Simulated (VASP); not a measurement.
A VASP calculation is set up with these files.

INCAR:
```
! general
SYSTEM  = SrTe
PREC    = Accurate
ENCUT   = 520   ! plane-wave cut-off (eV)
LREAL   = .FALSE.   ! projection in real space or not
LASPH   = .TRUE.   ! aspherical one-centre terms

! electronic loop
EDIFF   = 1E-6   ! SCF stop (eV)
NELM    = 100   ! most electronic steps
ALGO    = Normal   ! blocked Davidson
LMAXMIX = 4   ! l cut-off of mixed one-centre charges

! smearing
ISMEAR  = 0
SIGMA   = 0.05   ! width (eV)

! functional
GGA     = RE

! ions
IBRION  = 2   ! conjugate gradients
NSW     = 60   ! most ionic steps
ISIF    = 3   ! ions, shape and volume
EDIFFG  = -0.01   ! ionic stop

! output
LWAVE   = .FALSE.
LCHARG  = .FALSE.
```

File POSCAR:
```
SrTe
1
    0.0000000000     3.3300000000     3.3300000000
    3.3300000000     0.0000000000     3.3300000000
    3.3300000000     3.3300000000     0.0000000000
Sr Te
1 1
Direct
  0.0000000000   0.0000000000   0.0000000000
  0.5000000000   0.5000000000   0.5000000000
```

**KPOINTS**
```
Regular mesh
0
Gamma
6 6 6
0 0 0
```

POTCAR, in this order: Sr_sv Te (PBE.64 set). Program: vasp_std.

Question: Write an equivalent input for Quantum ESPRESSO's pw.x.

Answer: One equivalent input (not run):
```
&CONTROL
  calculation = 'vc-relax'
  pseudo_dir = './pseudo'
  outdir = './out'
  tprnfor = .true.
  tstress = .true.
  nstep = 60
  forc_conv_thr = 0.00039
/
&SYSTEM
  ibrav = 0
  nat = 2
  ntyp = 2
  ecutwfc = 82.3
  occupations = 'smearing'
  smearing = 'gaussian'
  degauss = 0.003675
  input_dft = 'revpbe'
/
&ELECTRONS
  conv_thr = 7.3e-08
  electron_maxstep = 100
/
&IONS
/
&CELL
/
ATOMIC_SPECIES
  Sr 87.620 Sr.upf
  Te 127.600 Te.upf
CELL_PARAMETERS angstrom
     0.0000000    3.3300000    3.3300000
     3.3300000    0.0000000    3.3300000
     3.3300000    3.3300000    0.0000000
ATOMIC_POSITIONS crystal
  Sr   0.0000000  0.0000000  0.0000000
  Te   0.5000000  0.5000000  0.5000000
K_POINTS automatic
  6 6 6 0 0 0
```
The two are equivalent in intent, not identical: the potentials are each code's own (VASP's PAW set, PseudoDojo norm-conserving files in pw.x), so ENCUT and ecutwfc are chosen apart and not converted; conv_thr bounds pw.x's estimated SCF error, while EDIFF bounds the energy change between steps; forc_conv_thr acts on force components and is met together with etot_conv_thr.

The compound is SrTe in the rock salt structure. This run relaxes it. Symmetry was kept, so distortions that lower it aren't found.
